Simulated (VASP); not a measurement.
# CeBS2 (R-3m) in VASP: further runs

One crystal, CeBS2, is run at these levels: LDA; tasks: single point.

Everything below comes from runs of VASP 6.6.1. Logs are shortened: lines on timing, memory, paths and dates and some standing lists are left out, and cuts for length are marked.

## (1) The crystal as given

Symmetry: R-3m, No. 166, trigonal system. The conventional cell has a = 3.821 Å, b = 3.821 Å, c = 19.493 Å, α = 90.00°, β = 90.00°, γ = 120.00°. Ce (site symmetry -3m) has 6 S at 2.64 Å as nearest neighbours. Around B (site symmetry -3m) lie 6 S at 2.84 Å. S (site symmetry 3m) is surrounded by 3 Ce at 2.64 Å and 3 B at 2.84 Å.

The cell was built by a generator and needn't be a form met in nature.

## (2) Single point, LDA

INCAR

```
SYSTEM = CeBS2
PREC = Accurate
ENCUT = 520
EDIFF = 1E-7
ISMEAR = -1
SIGMA = 0.1
LREAL = .False.
LASPH = .True.
NELM = 100
ALGO = Normal
ISIF = 2
LWAVE = .False.
LCHARG = .False.
NBANDS = 22
```

KPOINTS

```
Automatic mesh
0
Gamma
  6 6 6
  0 0 0
```

POSCAR

```
CeBS2
1.0
    3.8209214700      0.0000000000      0.0000000000
   -1.9104602300      3.3090167600      0.0000000000
    0.0000000000     -2.2060074500      6.4976678700
Ce B S
1 1 2
Direct
    0.5000000000      0.0000000000      0.5000000000
    0.0000000000      0.0000000000      0.0000000000
    0.2414600000      0.4829200000      0.7243800000
    0.7585400000      0.5170800000      0.2756200000
```

Potentials or basis: VASP PAW LDA potentials, release 64 (Ce, B, S).

On the command line:

```console
$ cat potpaw_LDA.64/Ce/POTCAR potpaw_LDA.64/B/POTCAR potpaw_LDA.64/S/POTCAR > POTCAR
$ mpirun -np 1 vasp_std > vasp.out
```

OUTCAR:

```text
SYSTEM = CeBS2
   PREC = Accurate
   ENCUT = 520
   EDIFF = 1E-7
   ISMEAR = -1
   LREAL = .False.
   LASPH = .True.
   NELM = 100
   ISIF = 2

 ion  position               nearest neighbor table
   1  0.500  0.000  0.500-   4 2.64   3 2.64   4 2.64   3 2.64   3 2.64   4 2.64
   2  0.000  0.000  0.000-
   3  0.241  0.483  0.724-   1 2.64   1 2.64   1 2.64
   4  0.759  0.517  0.276-   1 2.64   1 2.64   1 2.64

  LATTYP: Found a trigonal (rhomboedric) cell.
 ALAT       =     6.8619353406
 COS(alpha) =     0.8449708834

  Lattice vectors:

 A1 = (   0.0000000000,  -2.2060074500,   6.4976678700)
 A2 = (   1.9104612400,   1.1030093100,   6.4976678700)
 A3 = (  -1.9104602300,   1.1030093100,   6.4976678700)

Analysis of symmetry for initial positions (statically):
=====================================================================
 Subroutine PRICEL returns:
 Original cell was already a primitive cell.

 Routine SETGRP: Setting up the symmetry group for a
 trigonal (rhombohedral) supercell.

 Subroutine GETGRP returns: Found 12 space group operations
 (whereof 12 operations were pure point group operations)
 out of a pool of 12 trial point group operations.

The static configuration has the point symmetry D_3d.

Analysis of symmetry for dynamics (positions and initial velocities):
=====================================================================
 Subroutine PRICEL returns:
 Original cell was already a primitive cell.

 Routine SETGRP: Setting up the symmetry group for a
 trigonal (rhombohedral) supercell.

 Subroutine GETGRP returns: Found 12 space group operations
 (whereof 12 operations were pure point group operations)
 out of a pool of 12 trial point group operations.

The dynamic configuration has the point symmetry D_3d.

 Subroutine INISYM returns: Found 12 space group operations
 (whereof 12 operations are pure point group operations),
 and found     1 'primitive' translations

----------------------------------------------------------------------------------------

                                     Primitive cell

  volume of cell :      82.1532

  direct lattice vectors                    reciprocal lattice vectors
     3.820921470  0.000000000  0.000000000     0.261716973  0.151102247  0.051300357
    -1.910460230  3.309016760  0.000000000     0.000000000  0.302204574  0.102600741
     0.000000000 -2.206007450  6.497667870     0.000000000  0.000000000  0.153901372

  length of vectors
     3.820921470  3.820922691  6.861935341     0.306527959  0.319146544  0.153901372

  position of ions in fractional coordinates (direct lattice)
     0.500000000  0.000000000  0.500000000
     0.000000000  0.000000000  0.000000000
     0.241460000  0.482920000  0.724380000
     0.758540000  0.517080000  0.275620000

  ion indices of the primitive-cell ions
   primitive index   ion index
                 1           1
                 2           2
                 3           3
                 4           4

----------------------------------------------------------------------------------------

 KPOINTS: Automatic mesh

Automatic generation of k-mesh.
 Grid dimensions read from file:
 generate k-points for:    6    6    6

 Generating k-lattice:

  Cartesian coordinates                     Fractional coordinates (reciprocal lattice)
     0.043619495  0.025183708  0.008550060     0.166666667 -0.000000000 -0.000000000
     0.000000000  0.050367429  0.017100124     0.000000000  0.166666667  0.000000000
     0.000000000  0.000000000  0.025650229     0.000000000  0.000000000  0.166666667

  Length of vectors
     0.051087993  0.053191091  0.025650229

  Shift w.r.t. Gamma in fractional coordinates (k-lattice)
     0.000000000  0.000000000  0.000000000

 Subroutine IBZKPT returns following result:
 ===========================================

 Found     32 irreducible k-points:

 Following reciprocal coordinates:
            Coordinates               Weight
  0.000000  0.000000  0.000000      1.000000
  0.166667  0.000000  0.000000      6.000000
  0.333333  0.000000  0.000000      6.000000
  0.500000  0.000000 -0.000000      3.000000
  0.000000  0.166667  0.000000      6.000000
  0.166667  0.166667  0.000000     12.000000
[... 16 lines left out ...]
  0.000000  0.333333  0.166667      6.000000
  0.166667  0.333333  0.166667     12.000000
 [... further k-points ...]
   k-points           NKPTS =     32   k-points in BZ     NKDIM =     32   number of bands    NBANDS=     22
   number of dos      NEDOS =    301   number of ions     NIONS =      4
   total plane-waves  NPLWV =  42336
   dimension x,y,z NGX =    28 NGY =   28 NGZ =   54
   dimension x,y,z NGXF=    56 NGYF=   56 NGZF=  108
   ions per type =               1   1   2
   NGX,Y,Z   is equivalent  to a cutoff of  12.18, 12.18, 13.08 a.u.
   NGXF,Y,Z  is equivalent  to a cutoff of  24.37, 24.37, 26.17 a.u.
 SYSTEM =  CeBS2
   PREC   = accura    normal or accurate (medium, high low for compatibility)
   ISTART =      0    job   : 0-new  1-cont  2-samecut
   ICHARG =      2    charge: 1-file 2-atom 10-const
   ISPIN  =      1    spin polarized calculation?
   LNONCOLLINEAR =      F non collinear calculations
   LSORBIT =      F    spin-orbit coupling
   LASPH  =      T    aspherical Exc in radial PAW
   ENCUT  =  520.0 eV  38.22 Ry    6.18 a.u.   7.10  7.10 12.76*2*pi/ulx,y,z
   NELM   =    100;   NELMIN=  2; NELMDL= -5     # of ELM steps
   EDIFF  = 0.1E-06   stopping-criterion for ELM
   LREAL  =      F    real-space projection
   EDIFFG = 0.1E-05   stopping-criterion for IOM
   NSW    =      0    number of steps for IOM
   IBRION =     -1    ionic relax: 0-MD 1-quasi-New 2-CG
   NFREE  =      0    steps in history (QN), initial steepest desc. (CG)
   ISIF   =      2    stress and relaxation
   ISYM   =      2    0-nonsym 1-usesym 2-fastsym
   POTIM  = 0.5000    time-step for ionic-motion
   TEBEG  =    0.0;   TEEND  =   0.0 temperature during run
   PSTRESS=    0.0 pullay stress
   NELECT =      27.0000    total number of electrons
   NUPDOWN=      -1.0000    fix difference up-down
   EMIN   =  10.00;   EMAX   =-10.00  energy-range for DOS
   EFERMI =   0.00;   METHOD = LEGACY
   ISMEAR =    -1;   SIGMA  =   0.10  broadening in eV -4-tet -1-fermi 0-gaus
   EFERMI_NEDOS =   21; number of points for ismear=-14 and -15
   IALGO  =     38    algorithm
   IMIX   =      4    mixing-type and parameters
     AMIX     =   0.40;   BMIX     =  1.00
     AMIX_MAG =   1.60;   BMIX_MAG =  1.00
  volume/ion in A,a.u.               =      20.54       138.60
  Fermi-wavevector in a.u.,A,eV,Ry     =   1.129764  2.134945 17.366036  1.276368
  Thomas-Fermi vector in A             =   2.266459
   LORBIT       =      0    0 simple, 1 ext, 2 COOP (PROOUT), +10 PAW based schemes
   GGA     = CA    functional components
   LHFCALC =     F    Hartree Fock is set to
   AEXX    =    0.0000 exact exchange contribution
   IVDW    =     0    specifies the selected vdW correction
   LEPSILON=     F    determine dielectric tensor
   LRPA    =     F    only Hartree local field effects (RPA)
 non-spin polarized calculation
  energy-cutoff  :      520.00
  volume of cell :       82.15
 maximum number of plane-waves:      2231
   NGX = 15   NGY = 15   NGZ = 25

 number of electron      26.9999999 magnetization

 Free energy of the ion-electron system (eV)
  ---------------------------------------------------
  ext. energy  EPLUGINS =         0.00000000
  ---------------------------------------------------
  free energy    TOTEN  =       -23.78554049 eV

  energy without entropy =      -23.56714531  energy(sigma->0) =      -23.67634290

 E-fermi :   6.0447     XC(G=0): -10.2331

 val. band max:        6.0416577849   @ k =   0.1667   0.1667   0.3333
 cond. band min:       6.0470816088   @ k =   0.1667   0.1667   0.1667
 fundamental gap:      0.0054238239
 Fermi energy:         6.0446548746

 k-point     1 :       0.0000    0.0000    0.0000
  band No.  band energies     occupation
      1     -28.3782      2.00000
      2     -12.1414      2.00000
      3     -11.0452      2.00000
      4     -11.0452      2.00000
      5      -7.7223      2.00000
      6      -5.8121      2.00000
[... 14 lines left out ...]
     21       7.6764      0.00000
     22       7.6764      0.00000

 k-point     2 :       0.1667    0.0000    0.0000
  band No.  band energies     occupation
      1     -28.3494      2.00000
      2     -12.0091      2.00000
      3     -11.5291      2.00000
      4     -11.1144      2.00000
      5      -7.2294      2.00000
      6      -6.0994      2.00000
[... 14 lines left out ...]
     21       7.3749      0.00000
     22       7.6856      0.00000

 k-point     3 :       0.3333    0.0000    0.0000
  band No.  band energies     occupation
      1     -28.2910      2.00000
      2     -12.2947      2.00000
      3     -11.6655      2.00000
      4     -11.2479      2.00000
      5      -7.0483      2.00000
      6      -6.0296      2.00000
[... 14 lines left out ...]
     21       7.1946      0.00002
     22       7.3858      0.00000

 k-point     4 :       0.5000    0.0000   -0.0000
  band No.  band energies     occupation
      1     -28.2614      2.00000
      2     -12.5983      2.00000
      3     -11.4797      2.00000
      4     -11.3124      2.00000
      5      -7.3377      2.00000
      6      -5.6387      2.00000
[... 14 lines left out ...]
     21       7.0940      0.00006
     22       7.1511      0.00003

 k-point     5 :       0.0000    0.1667    0.0000
  band No.  band energies     occupation
      1     -28.3495      2.00000
      2     -12.0114      2.00000
      3     -11.5282      2.00000
      4     -11.1145      2.00000
      5      -7.1960      2.00000
      6      -6.1448      2.00000
[... 417 lines left out ...]
 k-point    22 :       0.5000    0.1667    0.1667
  band No.  band energies     occupation
      1     -28.2615      2.00000
      2     -12.4174      2.00000
      3     -11.6219      2.00000
      4     -11.4618      2.00000
      5      -6.8932      2.00000
      6      -6.0418      2.00000
[... 14 lines left out ...]
     21       7.3567      0.00000
     22       7.7671      0.00000

 k-point    23 :       0.0000    0.3333    0.1667
  band No.  band energies     occupation
      1     -28.2910      2.00000
      2     -12.2955      2.00000
      3     -11.6711      2.00000
      4     -11.2482      2.00000
      5      -6.9846      2.00000
      6      -6.0851      2.00000
[... 14 lines left out ...]
     21       6.9985      0.00014
     22       7.4120      0.00000

 k-point    24 :       0.1667    0.3333    0.1667
  band No.  band energies     occupation
      1     -28.2614      2.00000
      2     -12.4163      2.00000
      3     -11.6248      2.00000
      4     -11.4629      2.00000
      5      -6.9267      2.00000
      6      -5.9792      2.00000
[... 14 lines left out ...]
     21       7.3333      0.00001
     22       7.6082      0.00000

 [... further k-points ...]

------------------------ aborting loop because EDIFF is reached ----------------------------------------

  FORCE on cell =-STRESS in cart. coord.  units (eV):
  Direction    XX          YY          ZZ          XY          YZ          ZX
  --------------------------------------------------------------------------------------
  -------------------------------------------------------------------------------------
  Total        3.7859158      3.7859197      0.4279825      0.0000006      0.0000002      0.0000000
  in kB       73.8340937     73.8341696      8.3466453      0.0000113      0.0000048      0.0000004
  external PRESSURE =      52.0049695 kB  Pullay stress =       0.0000000 kB

 VOLUME and BASIS-vectors are now :
 -----------------------------------------------------------------------------
  energy-cutoff  :      520.00
  volume of cell :       82.15
      direct lattice vectors                 reciprocal lattice vectors
     3.820921470  0.000000000  0.000000000     0.261716973  0.151102247  0.051300357
    -1.910460230  3.309016760  0.000000000     0.000000000  0.302204574  0.102600741
     0.000000000 -2.206007450  6.497667870     0.000000000  0.000000000  0.153901372

 POSITION                                       TOTAL-FORCE (eV/Angst)
 -----------------------------------------------------------------------------------
      1.91046     -1.10300      3.24883         0.000000      0.000000      0.000000
      0.00000      0.00000      0.00000         0.000000      0.000000      0.000000
      0.00000      0.00000      4.70678         0.000000      0.000001      1.628811
      1.91046      1.10301      1.79089        -0.000000     -0.000001     -1.628811
 -----------------------------------------------------------------------------------
    total drift:                               -0.000000     -0.000000      0.000000

  FREE ENERGIE OF THE ION-ELECTRON SYSTEM (eV)
  ---------------------------------------------------
  free  energy   TOTEN  =       -23.7855404931 eV

  energy  without entropy=      -23.5671453058  energy(sigma->0) =      -23.67634290
```

Wall time 40 s (1 thread of Intel Xeon 6975P-C (Granite Rapids), shared host); peak memory 0.21 GiB.

What came out:

```
Free energy            : -23.7855 eV
Pressure               : 5.2 GPa
Largest force          : 1.629 eV/Å
Band gap on the k mesh : none (metal or under the smearing width)
```

Forces on the atoms (eV/Å):
```
Ce   0.000  0.000  0.000
B    0.000  0.000  0.000
S    0.000  0.000  1.629
S    0.000  0.000 -1.629
```

Stress tensor (GPa, compression positive):
```
7.38 0.00 0.00
0.00 7.38 0.00
0.00 0.00 0.83
```

Levels at points of the mesh, in eV from the Fermi level:
```tsv
k point	band 11	band 12	band 13	band 14	band 15	band 16
(0.00, 0.00, 0.00)	-2.60	-2.60	-2.52	0.26	0.46	0.46
(0.50, 0.00, 0.00)	-2.62	-2.46	-1.41	0.31	0.33	0.50
(0.00, 0.50, 0.00)	-3.52	-3.07	-2.96	0.14	0.27	0.30
(0.00, 0.00, 0.50)	-2.54	-2.54	-1.14	0.24	0.49	0.49
```

Caveat: the run has no spin polarisation, though such a crystal can be magnetic; without U or exact exchange the open f shell lies at the Fermi level, which spoils levels, moments and volumes; forces of over 1 eV/Å show positions far from the minimum, so gaps and moduli don't describe the material at rest.

## (3) Single point, LDA, collinear spin, twin_end start

INCAR

```
SYSTEM = CeBS2
ALGO = Fast
EDIFF = 1E-6
ENCUT = 520
GGA = CA
ISIF = 2
ISMEAR = -1
ISPIN = 2
LASPH = .True.
LCHARG = .False.
LMAXMIX = 6
LORBIT = 11
LREAL = .False.
LWAVE = .False.
MAGMOM = 0.61 0.04 0 0
NBANDS = 26
NELM = 150
PREC = Accurate
SIGMA = 0.1
```

KPOINTS

```
k-points
0
Gamma
  6 6 6
  0 0 0
```

POSCAR is that of step 2.

Potentials or basis: VASP PAW LDA potentials, release 64 (Ce, B, S).

On the command line:

```console
$ cat potpaw_LDA.64/Ce/POTCAR potpaw_LDA.64/B/POTCAR potpaw_LDA.64/S/POTCAR > POTCAR
$ mpirun -np 1 vasp_std > vasp.out
```

Run time: 2.7 min. Hardware: 1 thread of Intel Xeon 6975P-C (Granite Rapids), shared host; peak memory 0.27 GiB.

It converged, with:

| Item | Value |
| --- | --- |
| Free energy | -23.7855 eV |
| Pressure | 5.2 GPa |
| Largest force | 1.629 eV/Å |
| Band gap on the k mesh | none (metal or under the smearing width) |
| Net moment | 0.00 μB per cell |
| Valence electrons inside the program's atomic spheres | Ce 9.91; B 1.30; S 3.74 |

Forces in eV/Å, atoms in the order of the input:
```
Ce   0.000  0.000  0.000
B    0.000  0.000  0.000
S    0.000  0.000  1.629
S    0.000  0.000 -1.629
```

Stress tensor (GPa, compression positive):
```
7.41 0.00 0.00
0.00 7.41 0.00
0.00 0.00 0.87
```

Levels at points of the mesh, in eV from the Fermi level:
Spin up:
```csv
k point,band 11,band 12,band 13,band 14,band 15,band 16
"(0.00, 0.00, 0.00)",-2.60,-2.60,-2.52,0.26,0.46,0.46
"(0.50, 0.00, 0.00)",-2.62,-2.46,-1.41,0.31,0.33,0.50
"(0.00, 0.50, 0.00)",-3.52,-3.07,-2.96,0.14,0.27,0.30
"(0.00, 0.00, 0.50)",-2.54,-2.54,-1.14,0.24,0.49,0.49
```
Spin down:
```csv
k point,band 10,band 11,band 12,band 13,band 14,band 15,band 16,band 17
"(0.00, 0.00, 0.00)",-3.32,-2.60,-2.60,-2.52,0.26,0.46,0.46,0.76
"(0.50, 0.00, 0.00)",-4.24,-2.62,-2.46,-1.41,0.31,0.33,0.50,0.55
"(0.00, 0.50, 0.00)",-3.71,-3.52,-3.07,-2.96,0.14,0.27,0.30,0.37
"(0.00, 0.00, 0.50)",-4.20,-2.54,-2.54,-1.14,0.24,0.49,0.49,0.76
```

Caveat: the magnetic or orbital state may not be the lowest; spin-orbit coupling is left out, which moves the levels of the heavy elements; without U or exact exchange the open f shell lies at the Fermi level, which spoils levels, moments and volumes; forces of over 1 eV/Å show positions far from the minimum, so gaps and moduli don't describe the material at rest. With open d or f shells a metallic result of LDA can be an artefact of self-interaction; +U or a hybrid may open a gap.

[end of part 1 of 3]
